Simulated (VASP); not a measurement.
Input:

```xyz
54
Lattice="0.0000 8.2562 8.2562 8.2562 0.0000 8.2562 8.2562 8.2562 0.0000" Properties=species:S:1:pos:R:3 pbc="T T T"
Mg     0.0000     0.0000     0.0000
Mg     2.7521     2.7521     0.0000
Mg     5.5041     5.5041     0.0000
Mg     2.7521     0.0000     2.7521
Mg     5.5041     2.7521     2.7521
Mg     8.2562     5.5041     2.7521
Mg     5.5041     0.0000     5.5041
Mg     8.2562     2.7521     5.5041
Mg    11.0082     5.5041     5.5041
Mg     0.0000     2.7521     2.7521
Mg     2.7521     5.5041     2.7521
Mg     5.5041     8.2562     2.7521
Mg     2.7521     2.7521     5.5041
Mg     5.5041     5.5041     5.5041
Mg     8.2562     8.2562     5.5041
Mg     5.5041     2.7521     8.2562
Mg     8.2562     5.5041     8.2562
Mg    11.0082     8.2562     8.2562
Mg     0.0000     5.5041     5.5041
Mg     2.7521     8.2562     5.5041
Mg     5.5041    11.0082     5.5041
Mg     2.7521     5.5041     8.2562
Mg     5.5041     8.2562     8.2562
Mg     8.2562    11.0082     8.2562
Mg     5.5041     5.5041    11.0082
Mg     8.2562     8.2562    11.0082
Mg    11.0082    11.0082    11.0082
Se     2.7521     2.7521     2.7521
Se     5.5041     5.5041     2.7521
Se     8.2562     8.2562     2.7521
Se     5.5041     2.7521     5.5041
Se     8.2562     5.5041     5.5041
Se    11.0082     8.2562     5.5041
Se     8.2562     2.7521     8.2562
Se    11.0082     5.5041     8.2562
Se    13.7603     8.2562     8.2562
Se     2.7521     5.5041     5.5041
Se     5.5041     8.2562     5.5041
Se     8.2562    11.0082     5.5041
Se     5.5041     5.5041     8.2562
Se     8.2562     8.2562     8.2562
Se    11.0082    11.0082     8.2562
Se     8.2562     5.5041    11.0082
Se    11.0082     8.2562    11.0082
Se    13.7603    11.0082    11.0082
Se     2.7521     8.2562     8.2562
Se     5.5041    11.0082     8.2562
Se     8.2562    13.7603     8.2562
Se     5.5041     8.2562    11.0082
Se     8.2562    11.0082    11.0082
Se    11.0082    13.7603    11.0082
Se     8.2562     8.2562    13.7603
Se    11.0082    11.0082    13.7603
Se    13.7603    13.7603    13.7603
```

Computed with PBE GGA, VASP's PBE PAW potentials (set 64) (plane waves; VASP). Run with PREC = Normal, LREAL = Auto, 400 eV cut-off, 1×1×1 Γ-centred mesh, Gaussian smearing of 0.050 eV, potentials Mg Se.

The supercell is sampled at Γ alone, which is coarse: total energies, pressure and levels can be off, energies of defects by several tenths of an eV.

Question: Predict the energy per atom (σ→0), pressure.

Answer: 
The energy per atom (σ→0) is -3.600 eV/atom and the pressure is 15.0 kbar.

The absolute energy has meaning only against runs of the same code, potentials and settings.

The cell is a supercell, built from a database entry that may be metastable or hypothetical.
